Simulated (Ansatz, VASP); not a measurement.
# InGaSbAs: VASP beside Ansatz, part 2 of 2

One calculation is typed for both programs; each brings its own data sets. How far apart do they land? The cell is generated by rule, not measured, and may not be a known phase. The cell is taken from a series of runs on this material, whose earlier steps may have relaxed, scaled, displaced or heated it; both programs get it as it stands.

VASP 6.6.1 and Ansatz 0.2.0.

So far: Starting point; Ansatz: single point, HSE06.

## Step 3: VASP: single point, HSE06

Level of this step: HSE06; plane waves and PAW (In_d, As, Ga_d, Sb); invented cell (VASP).

The same cell, functional, mesh and smearing now go to VASP, with its own data sets.

Lines of VASP's logs that name or quote its potential files are left out, and so is its time.

The run reads the wave functions of an earlier VASP run, which isn't shown here.

The input, INCAR:

```
SYSTEM = InGaSbAs
PREC = Accurate
ENCUT = 400
EDIFF = 1E-06
NELM = 100
ISMEAR = -1
SIGMA = 0.03
LREAL = .FALSE.
ALGO = Normal
LHFCALC = .TRUE.
AEXX = 0.25
GGA = PE
HFSCREEN = 0.208
LASPH = .TRUE.
NBANDS = 44
PRECFOCK = Fast
LORBIT = 11
LWAVE = .FALSE.
LCHARG = .FALSE.
KPAR = 4
NCORE = 4
ISIF = 2
```

The input, POSCAR:

```
InGaSbAs
1.0
    4.3259193313      0.0000000000      0.0000000000
    0.0000000000      4.3033681259      0.0000000000
    0.0000000000      0.0000000000     12.2008234205
In As Ga Sb
2 2 2 2
Direct
    0.0000000000      0.0000000000      0.0697794499
    0.5000000000      0.5000000000      0.3186567334
    0.5000000000      0.0000000000      0.1933539563
    0.0000000000      0.5000000000      0.4433790413
    0.0000000000      0.0000000000      0.5514563323
    0.5000000000      0.5000000000      0.8017937515
    0.5000000000      0.0000000000      0.6760128866
    0.0000000000      0.5000000000      0.9253285199
```

The input, KPOINTS:

```
Automatic mesh
0
Gamma
4 4 2
0 0 0
```

Potentials, in the order of the species: In_d, As, Ga_d and Sb (PBE family, release 64).

On the command line:

```console
$ mpirun -np 16 vasp_std
```

Numbers of over 12 decimals in the logs are rounded to 6 here.

Log:

```text
[banner, memory and clock lines left out]
running   16 mpi-ranks, on    1 nodes
 distrk:  each k-point on    4 cores,    4 groups
 distr:  one band on    4 cores,    1 groups

 POSCAR found type information on POSCAR InAsGaSb
 POSCAR found :  4 types and       8 ions
 LDA part: xc-table for (Slater+PW92), standard interpolation
 found WAVECAR, reading the header
 POSCAR, INCAR and KPOINTS ok, starting setup
 FFT: planning ... GRIDC
 FFT: planning ... GRID_SOFT
 FFT: planning ... GRID
 reading WAVECAR
 the WAVECAR file was read successfully
 initial charge from wavefunction
 entering main loop
       N       E                     dE             d eps       ncg     rms          rms(c)
DAV:   1    -0.360018426973E+02   -0.36002E+02   -0.59834E+00  2304   0.181E+01    0.264E+01
DAV:   2    -0.360465014256E+02   -0.44659E-01   -0.31764E-01  1820   0.413E+00    0.173E+01
DAV:   3    -0.360412819670E+02    0.52195E-02   -0.34192E-02  2336   0.137E+00    0.112E+01
DAV:   4    -0.360387071336E+02    0.25748E-02   -0.31865E-03  1928   0.405E-01    0.678E+00
DAV:   5    -0.360378971298E+02    0.81000E-03   -0.80537E-04  1944   0.161E-01    0.408E+00
DAV:   6    -0.360376680275E+02    0.22910E-03   -0.19776E-04  1836   0.819E-02    0.244E+00
DAV:   7    -0.360375963564E+02    0.71671E-04   -0.45165E-05  1884   0.420E-02    0.146E+00
DAV:   8    -0.360375762861E+02    0.20070E-04   -0.14092E-05  1612   0.220E-02    0.865E-01
DAV:   9    -0.360375733563E+02    0.29297E-05   -0.54868E-06  1560   0.127E-02    0.512E-01
DAV:  10    -0.360375749010E+02   -0.15447E-05   -0.18783E-06  1336   0.770E-03    0.303E-01
DAV:  11    -0.360375771011E+02   -0.22001E-05   -0.77826E-07  1000   0.593E-03    0.179E-01
DAV:  12    -0.360375787965E+02   -0.16954E-05   -0.46081E-07   936   0.479E-03    0.106E-01
DAV:  13    -0.360375799651E+02   -0.11685E-05   -0.30786E-07   928   0.389E-03    0.621E-02
DAV:  14    -0.360375807088E+02   -0.74371E-06   -0.17476E-07   912   0.302E-03
   1 F= -.36037581E+02 E0= -.36037512E+02  d E =-.136804E-03
```

Parts of OUTCAR (step 3):

```text
ion  position               nearest neighbor table
   1  0.000  0.000  0.070-   3 2.64   3 2.64   8 2.78   8 2.78
   2  0.500  0.500  0.319-   3 2.64   3 2.64   4 2.64   4 2.64
   3  0.500  0.000  0.193-   1 2.64   1 2.64   2 2.64   2 2.64
   4  0.000  0.500  0.443-   5 2.52   5 2.52   2 2.64   2 2.64
   5  0.000  0.000  0.551-   4 2.52   4 2.52   7 2.64   7 2.64
   6  0.500  0.500  0.802-   8 2.64   8 2.64   7 2.64   7 2.64
   7  0.500  0.000  0.676-   6 2.64   6 2.64   5 2.64   5 2.64
   8  0.000  0.500  0.925-   6 2.64   6 2.64   1 2.78   1 2.78

  LATTYP: Found a simple orthorhombic cell.
 ALAT       =     4.3033681259
 B/A-ratio  =     1.0052403617
 C/A-ratio  =     2.8351800412

 Subroutine GETGRP returns: Found  4 space group operations
 (whereof  4 operations were pure point group operations)

The static configuration has the point symmetry C_2v.

 Found     18 irreducible k-points:

   k-points           NKPTS =     18   k-points in BZ     NKDIM =     32   number of bands    NBANDS=     44

   dimension x,y,z NGX =    28 NGY =   28 NGZ =   80
   dimension x,y,z NGXF=    56 NGYF=   56 NGZF=  160

   ENCUT  =  400.0 eV  29.40 Ry    5.42 a.u.   7.05  7.02 19.90*2*pi/ulx,y,z

   NELECT =      72.0000    total number of electrons

 k-points in reciprocal lattice and weights: Automatic mesh
   0.00000000  0.00000000  0.00000000       0.031
   0.25000000  0.00000000  0.00000000       0.062
   0.50000000  0.00000000  0.00000000       0.031
   0.00000000  0.25000000  0.00000000       0.062
   0.25000000  0.25000000  0.00000000       0.125
   0.50000000  0.25000000  0.00000000       0.062
   0.00000000  0.50000000  0.00000000       0.031
   0.25000000  0.50000000  0.00000000       0.062
   0.50000000  0.50000000  0.00000000       0.031
[...]
0.25000000  0.50000000  0.50000000       0.062
   0.50000000  0.50000000  0.50000000       0.031

  exchange ACFDT corr.  =         0.00000000  see jH, gK, PRB 81, 115126

 average (electrostatic) potential at core
       1 -90.4733       2 -90.5052       3 -46.0089       4 -46.1032       5 -58.9502
       6 -58.8406       7 -83.7850       8 -83.6800

 E-fermi :   4.5655

 k-point     1 :       0.0000    0.0000    0.0000
  band No.  band energies     occupation
    ...
     32       2.5444      2.00000
     33       2.6216      2.00000
     34       4.1730      2.00000
     35       4.2086      1.99999
     36       4.4118      1.98815
     37       4.7191      0.01189
     38       6.0398      0.00000
     39       6.0739      0.00000
     40       6.7478      0.00000
     41       6.7575      0.00000
    ...

 k-point     2 :       0.2500    0.0000    0.0000
  band No.  band energies     occupation
    ...
     32       2.5561      2.00000
     33       2.7294      2.00000
     34       2.8667      2.00000
     35       2.9637      2.00000
     36       4.2002      1.99999
     37       5.9789      0.00000
     38       6.6131      0.00000
     39       6.7189      0.00000
     40       7.3096      0.00000
     41       8.2728      0.00000
    ...

 k-point     3 :       0.5000    0.0000    0.0000
  band No.  band energies     occupation
    ...
     32       2.8943      2.00000
     33       3.0770      2.00000
     34       3.0780      2.00000
     35       3.1737      2.00000
     36       3.8169      2.00000
     37       5.2853      0.00000
     38       5.5684      0.00000
     39       7.2588      0.00000
     40       7.3645      0.00000
     41       8.9897      0.00000
    ...

  Total        0.5192539      0.6925711     -0.2093974      0.0000000      0.0000000      0.0000000
  in kB        3.6628092      4.8853860     -1.4770858      0.0000000      0.0000000      0.0000000
  external PRESSURE =       2.3570365 kB  Pullay stress =       0.0000000 kB

  energy-cutoff  :      400.00
  volume of cell :      227.13
      direct lattice vectors                 reciprocal lattice vectors
     4.325919331  0.000000000  0.000000000     0.231164736  0.000000000  0.000000000
     0.000000000  4.303368126  0.000000000     0.000000000  0.232376123  0.000000000
     0.000000000  0.000000000 12.200823421     0.000000000  0.000000000  0.081961681

 POSITION                                       TOTAL-FORCE (eV/Angst)
 -----------------------------------------------------------------------------------
      0.00000      0.00000      0.85137         0.000000      0.000000     -0.115367
      2.16296      2.15168      3.88787         0.000000      0.000000     -0.019397
      2.16296      0.00000      2.35908         0.000000      0.000000      0.031024
      0.00000      2.15168      5.40959         0.000000      0.000000     -0.015522
      0.00000      0.00000      6.72822         0.000000      0.000000      0.068193
      2.16296      2.15168      9.78254         0.000000      0.000000     -0.020346
      2.16296      0.00000      8.24791         0.000000      0.000000      0.011151
      0.00000      2.15168     11.28977         0.000000      0.000000      0.060264
 -----------------------------------------------------------------------------------
    total drift:                                0.000001      0.000001     -0.002128

  FREE ENERGIE OF THE ION-ELECTRON SYSTEM (eV)
  ---------------------------------------------------
  free  energy   TOTEN  =       -36.0375807088 eV

  energy  without entropy=      -36.0374439052  energy(sigma->0) =      -36.03751231

 total charge
# of ion       s       p       d       tot
------------------------------------------
    1        0.865   0.749   9.892  11.506
    2        0.856   0.730   9.900  11.486
    3        1.225   1.605   0.022   2.852
    4        1.226   1.590   0.024   2.839
    5        0.847   0.735   9.988  11.570
    6        0.854   0.771   9.980  11.605
    7        1.135   1.571   0.029   2.735
    8        1.135   1.583   0.026   2.743
--------------------------------------------------
tot          8.142   9.334  39.861  57.337

[... 3 further parts left out ...]
```

The k-mesh is coarse for exact exchange; levels may shift by about 0.1 eV on a finer one.

## Step 4: Side by side

Known differences besides the potentials themselves: exact exchange at q = 0 is treated differently, which shows on coarse meshes; VASP keeps PBE cores, Ansatz makes them for the functional; the data sets hold 112 valence electrons in Ansatz (on its default PAW (the set named soft_2) files) and 72 in VASP; the cutoff is 420 eV in Ansatz and 400 eV in VASP; VASP takes a coarser grid for exact exchange (PRECFOCK = Fast). Total energies have different zeros and are not compared.

The two programs side by side:

```tsv
quantity	Ansatz	VASP	difference
gap on the k mesh (eV)	0.293	0.307	-0.014
```

A gap on the mesh is an upper bound, since the band edges may lie between its points.

## Step 5: What came out

| Item | Value |
| --- | --- |
| difference in gap on the k mesh (single point, HSE06) | -0.014 eV |

What this shows: The difference in gap on the k mesh is -0.014 eV (single point, HSE06), within the 0.08 eV picked in this series as the mark of a large difference. The data sets hold unlike numbers of valence electrons (112 in Ansatz and 72 in VASP), so part of the differences may come from the potentials. How closely two codes agree says nothing of how well the functional describes the real material.

[Lines on the potential files, build, host, timing and source positions are cut from VASP's logs without a mark.]

[Logs are printed without paths, hosts, clocks, repeated set-up lines and the standing remarks that a program may print on its own settings, such as how far it seeks lower states.]

[Hosts, paths, dates, database ids (printed as entryN), source tags and the programs' standing remarks are cut or masked in the printed files.]
